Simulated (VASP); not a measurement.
Crystal: InAs.

```
CELL_PARAMETERS angstrom
0.00000 3.05356 3.05356
3.05356 0.00000 3.05356
3.05356 3.05356 0.00000
ATOMIC_POSITIONS crystal
In 0.00000 0.00000 0.00000
As 0.75000 0.75000 0.75000
```

The cell is a database's computed one.

```yaml
Program: VASP 6.6.1
Task: relaxation of cell and atoms
Functional: LDA
Potentials_or_basis: VASP PAW LDA potentials, release 64 (In_d, As)
Cutoff: 300 eV
k_mesh: 5 × 5 × 5
Occupations: gaussian, width 0.02 eV
Spin: no spin polarisation
```

At the start: pressure -2.1 GPa; volume 28.47 Å³/atom.

Problem. How do energy, volume and symmetry change on relaxing?

Solution. Over 6 steps the energy falls by 7.5 meV/atom and the volume is 27.41 Å³/atom (-3.7 %); space group F-43m (No. 216, to 0.05 Å).

Step by step:
| step | energy change (eV) | largest force (eV/Å) | pressure (GPa) | volume (Å³) |
| --- | --- | --- | --- | --- |
| 1 | 0.0000 | 0.0000 | -2.09 | 56.94 |
| 2 | -0.0124 | 0.0000 | 1.05 | 53.94 |
| 3 | -0.0149 | 0.0000 | 0.22 | 54.77 |
| 4 | -0.0148 | 0.0000 | -0.17 | 54.97 |
| 5 | -0.0149 | 0.0000 | -0.11 | 54.88 |
| 6 | -0.0149 | 0.0000 | -0.05 | 54.83 |

Final structure:
```
In As
1.0
     0.00000    3.01528    3.01528
     3.01528    0.00000    3.01528
     3.01528    3.01528    0.00000
In As
1 1
Cartesian
  0.0000 0.0000 0.0000
  4.5229 4.5229 4.5229
```
